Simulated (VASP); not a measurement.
A run of VASP 6.6.1 is set up as follows.

File POSCAR:

```
InGaAs2
1.0
    5.8622631879      0.0000000000      0.0000000000
    0.0000000000     -5.8622631879      0.0000000000
    0.0000000000      0.0000000000     -5.9096158941
  Ga              In              As
     2     2     4
Direct
     0.0000000000000000    0.5000000000000000    0.5000000000000000
     0.5000000000000000    1.0000000000000000    0.5000000000000000
     0.5000000000000000    0.5000000000000000    1.0000000000000000
     1.0000000000000000    1.0000000000000000    1.0000000000000000
     0.2500000000000000    0.2500000000000000    0.2697024017639703
     0.7500000000000000    0.7500000000000000    0.2697024017639703
     0.7500000000000000    0.2500000000000000    0.7302975982360297
     0.2500000000000000    0.7500000000000000    0.7302975982360297
```

File INCAR.step1:

```
  PREC = Accurate
  ENCUT = 600
  EDIFF = 1E-8
  ISMEAR = 0
  SIGMA = 0.03
  LREAL = False
  LASPH = True
  NELM = 80
  ALGO = Normal
  ISIF = 3
  LWAVE = False
  LCHARG = False
  GGA = PS
  KPAR = 4
  IBRION = 2
  NSW = 40
  EDIFFG = -0.002
```

File INCAR.step2:

```
  PREC = Accurate
  ENCUT = 600
  EDIFF = 1E-8
  ISMEAR = 0
  SIGMA = 0.03
  LREAL = False
  LASPH = True
  NELM = 80
  ALGO = Normal
  ISIF = 2
  LWAVE = False
  LCHARG = False
  GGA = PS
  KPAR = 4
  IBRION = 6
  NFREE = 2
  POTIM = 0.015
  NSW = 1
```

Contents of KPOINTS:

```
regular mesh
0
Gamma
  4 4 4
```

Potentials or basis: VASP PAW PBE potentials, release 64 (Ga_d, In_d, As).

The run is started by

```console
$ cat potpaw_PBE.64/Ga_d/POTCAR potpaw_PBE.64/In_d/POTCAR potpaw_PBE.64/As/POTCAR > POTCAR
$ cp INCAR.step1 INCAR
$ mpirun -np 4 vasp_std > vasp.out
$ cp CONTCAR POSCAR
$ cp INCAR.step2 INCAR
$ mpirun -np 4 vasp_std > vasp.out
```

(1) Estimate the highest phonon frequency at Γ, LO-TO splitting left out.

(2) What does it give for the relaxed cell?

(3) What does it give for the space group after relaxing (to 0.05 Å)?

## Answers

(1) 236 cm⁻¹.

(2) a = 5.864 Å, b = 5.864 Å, c = 5.914 Å, α = 90.00°, β = 90.00°, γ = 90.00°.

(3) P-4m2 (No. 115).
